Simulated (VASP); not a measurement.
A convergence study with VASP on Na2S (antifluorite): one setting is varied, all else stays as given below, so the limit is that of these other settings.

```xyz
3
Lattice="0.0000 3.2700 3.2700 3.2700 0.0000 3.2700 3.2700 3.2700 0.0000" Properties=species:S:1:pos:R:3 pbc="T T T"
Na     1.6350     1.6350     1.6350
Na     4.9050     4.9050     4.9050
S      0.0000     0.0000     0.0000
```

All values below come from PBE GGA, VASP's PBE PAW potentials (set 64) (plane waves; VASP). The tightest run used: 550 eV cut-off, 15×15×15 Γ-centred mesh, Gaussian smearing of 0.050 eV, potentials Na_pv S.

Q: The settings run are 1×1×1 mesh; 2×2×2 mesh; 4×4×4 mesh; 5×5×5 mesh; 6×6×6 mesh; 8×8×8 mesh; 9×9×9 mesh; 10×10×10 mesh; 11×11×11 mesh; 12×12×12 mesh; 14×14×14 mesh; 15×15×15 mesh. From which on does the stress (every component) stay within 0.1 GPa of the tightest run?

A: From 4×4×4 mesh on: it is off by 0.01 there and by no more than 0.1 in any finer run, while 2×2×2 mesh is off by 0.75.
```csv
setting,E (eV/atom),pressure (GPa),irreducible k-points,difference judged (GPa)
1×1×1 mesh,-2.0244,5.75,1,5.35
2×2×2 mesh,-3.2202,1.15,3,0.75
4×4×4 mesh,-3.3238,0.41,8,0.01
5×5×5 mesh,-3.3248,0.40,10,0.00
6×6×6 mesh,-3.3250,0.41,16,0.00
8×8×8 mesh,-3.3250,0.40,29,0.00
9×9×9 mesh,-3.3250,0.41,35,0.00
10×10×10 mesh,-3.3250,0.40,47,0.00
11×11×11 mesh,-3.3250,0.40,56,0.00
12×12×12 mesh,-3.3250,0.40,72,0.00
14×14×14 mesh,-3.3250,0.40,104,0.00
15×15×15 mesh,-3.3250,0.40,120,0.00
```

Left out are rungs that failed or repeat a setting and relaxations that didn't move; long series are thinned to 24 rows.

The compound is Na2S in the antifluorite structure. The cell was not relaxed at this level.
